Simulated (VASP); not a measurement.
These are r2SCAN meta-GGA, VASP's PBE PAW potentials (set 64) (plane waves; VASP) values and carry that method's errors.

Input for VASP

INCAR:
```
! general
SYSTEM   =  CdSe
PREC     =  Accurate
ENCUT    =  400   ! plane-wave cut-off (eV)
LREAL    =  F   ! projection in real space or not
LASPH    =  T

! electronic loop
EDIFF    =  1E-6   ! SCF stop (eV)
NELM     =  100   ! most electronic steps
ALGO     =  Normal   ! blocked Davidson
LMAXMIX  =  4   ! l cut-off of mixed one-centre charges
LMIXTAU  =  T

! smearing
ISMEAR   =  0   ! Gaussian
SIGMA    =  0.05

! functional
METAGGA  =  R2SCAN

! ions
IBRION   =  2
NSW      =  60   ! most ionic steps
ISIF     =  3   ! ions, shape and volume
EDIFFG   =  -0.02   ! ionic stop

! output
LWAVE    =  F
LCHARG   =  F
```

File KPOINTS:
```
Automatic
0
G
  6 6 3
```

POSCAR:
```
CdSe
1
    2.1553849760    -3.7332360502     0.0000000000
    2.1553849760     3.7332360502     0.0000000000
    0.0000000000     0.0000000000     7.0116428134
Cd Se
2 2
Direct
  0.6666670000   0.3333330000   0.5001196253
  0.3333330000   0.6666670000   0.0001196253
  0.6666670000   0.3333330000   0.8758803747
  0.3333330000   0.6666670000   0.3758803747
```

POTCAR, in this order: Cd Se (PBE.64 set). Program: vasp_std.

The run wrote:

OSZICAR:
```
       N       E                     dE             d eps       ncg     rms          rms(c)
DAV:   1     0.152076574719E+03    0.15208E+03   -0.15449E+04   624   0.123E+03
DAV:   2    -0.700670612283E+02   -0.22214E+03   -0.21743E+03   694   0.325E+02
DAV:   3    -0.814647448907E+02   -0.11398E+02   -0.11365E+02   724   0.763E+01
DAV:   4    -0.815520217170E+02   -0.87277E-01   -0.87257E-01   700   0.656E+00
DAV:   5    -0.815527610883E+02   -0.73937E-03   -0.73935E-03   742   0.550E-01    0.882E+00
DAV:   6    -0.752592930823E+02    0.62935E+01   -0.66392E+00   712   0.343E+01    0.101E+01
DAV:   7    -0.732721884217E+02    0.19871E+01   -0.62359E-01   622   0.804E+00    0.739E+00
DAV:   8    -0.735581739558E+02   -0.28599E+00   -0.55506E-01   616   0.739E+00    0.716E-01
DAV:   9    -0.710692193137E+02    0.24890E+01   -0.11469E+00   616   0.730E+00    0.820E-01
DAV:  10    -0.712382010690E+02   -0.16898E+00   -0.67197E-02   640   0.204E+00    0.797E-01
DAV:  11    -0.712304866625E+02    0.77144E-02   -0.52325E-03   730   0.622E-01    0.893E-01
DAV:  12    -0.714679386866E+02   -0.23745E+00   -0.81003E-02   646   0.160E+00    0.293E-01
DAV:  13    -0.717969983082E+02   -0.32906E+00   -0.22036E-01   652   0.289E+00    0.450E-01
DAV:  14    -0.717772606549E+02    0.19738E-01   -0.53059E-02   646   0.183E+00    0.302E-01
DAV:  15    -0.717918055127E+02   -0.14545E-01   -0.74615E-03   628   0.696E-01    0.976E-02
DAV:  16    -0.717996297788E+02   -0.78243E-02   -0.36106E-03   682   0.341E-01    0.792E-02
DAV:  17    -0.718047964560E+02   -0.51667E-02   -0.10703E-03   622   0.290E-01    0.683E-02
DAV:  18    -0.718074441795E+02   -0.26477E-02   -0.24914E-03   634   0.374E-01    0.499E-02
DAV:  19    -0.718077797338E+02   -0.33555E-03   -0.30023E-04   628   0.159E-01    0.310E-02
DAV:  20    -0.718077329373E+02    0.46796E-04   -0.10258E-04   694   0.771E-02    0.199E-02
DAV:  21    -0.718077622681E+02   -0.29331E-04   -0.96367E-05   628   0.885E-02    0.978E-03
DAV:  22    -0.718078075508E+02   -0.45283E-04   -0.23225E-05   652   0.405E-02    0.870E-03
DAV:  23    -0.718078108044E+02   -0.32536E-05   -0.46568E-06   590   0.157E-02    0.805E-03
DAV:  24    -0.718078102963E+02    0.50811E-06   -0.90849E-07   410   0.646E-03
   1 F= -.71807810E+02 E0= -.71807810E+02  d E =-.718078E+02
       N       E                     dE             d eps       ncg     rms          rms(c)
DAV:   1    -0.720635678070E+02   -0.25576E+00   -0.61119E+00   652   0.274E+01    0.422E+00
DAV:   2    -0.718297668631E+02    0.23380E+00   -0.61683E-01   634   0.101E+01    0.140E+00
DAV:   3    -0.718184271462E+02    0.11340E-01   -0.59408E-02   652   0.237E+00    0.130E+00
DAV:   4    -0.717923324052E+02    0.26095E-01   -0.31785E-02   616   0.142E+00    0.295E-01
DAV:   5    -0.718047075580E+02   -0.12375E-01   -0.26993E-02   616   0.141E+00    0.911E-02
DAV:   6    -0.718112224035E+02   -0.65148E-02   -0.11437E-02   616   0.934E-01    0.641E-02
DAV:   7    -0.718139601693E+02   -0.27378E-02   -0.73627E-04   640   0.251E-01    0.247E-02
DAV:   8    -0.718139992457E+02   -0.39076E-04   -0.36905E-05   718   0.517E-02    0.149E-02
DAV:   9    -0.718142739822E+02   -0.27474E-03   -0.19579E-04   628   0.125E-01    0.461E-03
DAV:  10    -0.718142983550E+02   -0.24373E-04   -0.78327E-06   586   0.272E-02    0.423E-03
DAV:  11    -0.718142955683E+02    0.27868E-05   -0.41985E-07   458   0.512E-03    0.238E-03
DAV:  12    -0.718142989955E+02   -0.34273E-05   -0.11283E-06   416   0.117E-02    0.109E-03
DAV:  13    -0.718142978417E+02    0.11538E-05   -0.35062E-07   332   0.595E-03    0.177E-03
DAV:  14    -0.718142985146E+02   -0.67285E-06   -0.24538E-08   344   0.135E-03
   2 F= -.71814299E+02 E0= -.71814299E+02  d E =-.648822E-02
       N       E                     dE             d eps       ncg     rms          rms(c)
DAV:   1    -0.718393725495E+02   -0.25075E-01   -0.56631E-01   652   0.818E+00    0.119E+00
DAV:   2    -0.718166347662E+02    0.22738E-01   -0.62210E-02   628   0.320E+00    0.386E-01
DAV:   3    -0.718159518865E+02    0.68288E-03   -0.59840E-03   628   0.734E-01    0.356E-01
DAV:   4    -0.718131055791E+02    0.28463E-02   -0.31968E-03   616   0.446E-01    0.683E-02
DAV:   5    -0.718150173539E+02   -0.19118E-02   -0.27361E-03   616   0.446E-01    0.287E-02
DAV:   6    -0.718154186895E+02   -0.40134E-03   -0.10639E-03   616   0.285E-01    0.244E-02
DAV:   7    -0.718157559034E+02   -0.33721E-03   -0.96942E-05   628   0.899E-02    0.673E-03
DAV:   8    -0.718157554040E+02    0.49947E-06   -0.25243E-06   624   0.137E-02
   3 F= -.71815755E+02 E0= -.71815755E+02  d E =-.794511E-02
```

### OUTCAR
```
------------------------ aborting loop because EDIFF is reached ----------------------------------------
  FORCE on cell =-STRESS in cart. coord.  units (eV):
  Direction    XX          YY          ZZ          XY          YZ          ZX
  --------------------------------------------------------------------------------------
  Total       -0.0127738     -0.0127738      0.0316488      0.0000000      0.0000000     -0.0000000
  in kB       -0.1778010     -0.1778009      0.4405250      0.0000000      0.0000000     -0.0000000
  external PRESSURE =       0.0283077 kB  Pullay stress =       0.0000000 kB
  volume of cell :      115.11
      direct lattice vectors                 reciprocal lattice vectors
     2.168461118 -3.755884588  0.000000000     0.230578264 -0.133124431  0.000000000
     2.168461118  3.755884588  0.000000000     0.230578264  0.133124431  0.000000000
     0.000000000  0.000000000  7.066485475     0.000000000  0.000000000  0.141513062
  FREE ENERGIE OF THE ION-ELECTRON SYSTEM (eV)
  ---------------------------------------------------
  free  energy   TOTEN  =       -71.8157554040 eV

  energy  without entropy=      -71.8157554040  energy(sigma->0) =      -71.81575540

 reached required accuracy - stopping structural energy minimisation
```
(Selected blocks of OUTCAR.)

CONTCAR:
```
CdSe
   1.00000000000000
     2.1684611176825808   -3.7558845876276847    0.0000000000000000
     2.1684611176825808    3.7558845876276847    0.0000000000000000
     0.0000000000000000    0.0000000000000000    7.0664854749108379
  Cd              Se
     2     2
Direct
     0.6666669999999968    0.3333330000000032    0.5000101550703684
     0.3333330000000032    0.6666669999999968    0.0000101550703684
     0.6666669999999968    0.3333330000000032    0.8759898449296364
     0.3333330000000032    0.6666669999999968    0.3759898449296364
```

Energy and stress use the plane-wave basis of the starting cell.

The compound is CdSe in the wurtzite structure. This run relaxes it. Symmetry was kept, so distortions that lower it aren't found. The start is the result of an earlier pass.
